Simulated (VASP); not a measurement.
These are PBE GGA, VASP's PBE PAW potentials (set 64) (plane waves; VASP) values and carry that method's errors.

The input files of a VASP run:

**POSCAR**
```
Ag
1
    0.0000000000     2.0012860000     2.0012860000
    2.0012860000     0.0000000000     2.0012860000
    2.0012860000     2.0012860000     0.0000000000
Ag
1
Direct
  0.0000000000   0.0000000000   0.0000000000
```

**KPOINTS**
```
Automatic
0
Gamma
 14 14 14
```

INCAR:
```
# general
SYSTEM  = Ag
PREC    = Accurate
ENCUT   = 300
LREAL   = F
LASPH   = T

# electronic loop
EDIFF   = 1E-6
NELM    = 100
ALGO    = Normal
LMAXMIX = 4

# smearing
ISMEAR  = 0
SIGMA   = 0.272

# functional
GGA     = PE

# ions
ISIF    = 2

# output
LWAVE   = F
LCHARG  = F
```

POTCAR, in this order: Ag (PBE.64 set). Program: vasp_std.

**Question.** What will the output report for the number of irreducible k-points (NKPTS), largest plane-wave count, number of space-group operations, FFT grid (NGX, NGY, NGZ)?

**Answer.** 
```yaml
number of irreducible k-points (NKPTS): 104
largest_plane_wave_count: 198
number_of_space_group_operations: 48
FFT grid (NGX, NGY, NGZ): 16 × 16 × 16
```

The structure comes from a computed database's Ag entry; how it stands against other phases isn't given here. The cell was not relaxed at this level.
